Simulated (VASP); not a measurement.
Consider the following.

```xyz
2
Lattice="3.0260 0.0000 0.0000 0.0000 3.0260 0.0000 0.0000 0.0000 3.7020" Properties=species:S:1:pos:R:3 pbc="T T T"
Hg     0.0000     0.0000     0.0000
Pd     1.5130     1.5130     1.8510
```

Computed with LDA (Ceperley-Alder, Perdew-Zunger), VASP's LDA PAW potentials (set 64) (plane waves; VASP). Run with 300 eV cut-off, 7×7×6 Γ-centred mesh, Fermi-Dirac smearing of 0.10 eV, potentials Hg Pd.

Task: Give the energies of bands 3 to 14 at the high-symmetry points, in eV from the Fermi level.

Result: 
```tsv
band	Γ	X	M	Z	R	A
3	-8.41	-7.57	-8.17	-6.99	-7.47	-7.92
4	-7.11	-7.20	-7.94	-6.99	-7.21	-6.49
5	-7.11	-6.76	-5.85	-6.51	-6.71	-5.84
6	-6.61	-5.11	-3.86	-5.97	-4.63	-4.49
7	-3.49	-3.77	-1.86	-5.64	-3.13	-4.21
8	-2.84	-3.62	-1.76	-3.94	-1.80	-4.21
9	-1.61	-3.58	-1.76	-2.50	-1.65	-1.78
10	-1.61	-2.58	-0.94	-2.50	-1.60	-0.93
11	-1.48	-2.07	-0.23	-1.98	-1.46	1.41
12	2.49	0.10	-0.23	-1.66	-1.01	5.35
13	8.02	9.79	3.08	12.74	1.87	5.35
14	8.02	10.04	6.21	12.74	4.32	6.28
```

It has no gap at this level: it comes out as a metal or semimetal.

The structure comes from a measured HgPd entry of the Crystallography Open Database, whose conditions weren't checked. The cell was not relaxed at this level.
